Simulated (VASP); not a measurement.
Consider the following.

```yaml
crystal:
  lattice:
    - [6.40060, 0.00000, 0.00000]
    - [0.00000, 6.40060, 0.00000]
    - [0.00000, 0.00000, 4.18006]
  atoms:
    - { symbol: Ca, position: [0.50000, 0.50000, 0.50000] }
    - { symbol: Ca, position: [0.00000, 0.00000, 0.00000] }
    - { symbol: Cl, position: [0.69691, 0.69691, 0.00000] }
    - { symbol: Cl, position: [0.30309, 0.30309, 0.00000] }
    - { symbol: Cl, position: [0.80309, 0.19691, 0.50000] }
    - { symbol: Cl, position: [0.19691, 0.80309, 0.50000] }
```

Computed with r2SCAN meta-GGA, VASP's PBE PAW potentials (set 64) (plane waves; VASP). Run with 400 eV cut-off, 4×4×6 Γ-centred mesh, tetrahedra with Blöchl corrections, potentials Ca_sv Cl.

The cores are frozen, which limits the accuracy of field gradients.

### Question
Give the principal components of the electric field gradient (V/Å²) and the asymmetry η at each nucleus.

### Answer

| atom | Vxx | Vyy | Vzz | η |
|---|---|---|---|---|
| Ca1 | 7.7 | 0.0 | -7.7 | 1.00 |
| Ca2 | 7.7 | 0.0 | -7.7 | 1.00 |
| Cl3 | 30.8 | 13.3 | -44.1 | 0.40 |
| Cl4 | 30.8 | 13.3 | -44.1 | 0.40 |
| Cl5 | 30.8 | 13.3 | -44.1 | 0.40 |
| Cl6 | 30.8 | 13.3 | -44.1 | 0.40 |

The structure comes from a computed database's CaCl2 entry (P4_2/mnm); how it stands against other phases isn't given here. It was relaxed first.
